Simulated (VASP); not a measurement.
Here is the system:

```yaml
crystal:
  lattice:
    - [-2.96816, 2.96816, 1.61735]
    - [2.96816, -2.96816, 1.61735]
    - [2.96816, 2.96816, -1.61735]
  atoms:
    - { symbol: Sn, position: [0.25000, 0.75000, 0.50000] }
    - { symbol: Sn, position: [0.00000, 0.00000, 0.00000] }
```

These are optB88-vdW, VASP's PBE PAW potentials (set 64) (plane waves; VASP 6.6.1) values and carry that method's errors. Run with 520 eV cut-off, Gaussian smearing of 0.050 eV, potentials Sn_d.

Unless said otherwise, spin-orbit coupling is left out, though it shifts the bands of the heavy elements here.

**Question.** What does the run give for the band gap (along the path) with the smallest direct gap where there is one?

**Answer.** 
```
Item                                                         Result
-------------------------  ----------------------------------------
band gap (along the path)  none (metal, semimetal or under 0.01 eV)
```

The compound is Sn in the beta structure. It was relaxed first, which changed the volume by +5 %.
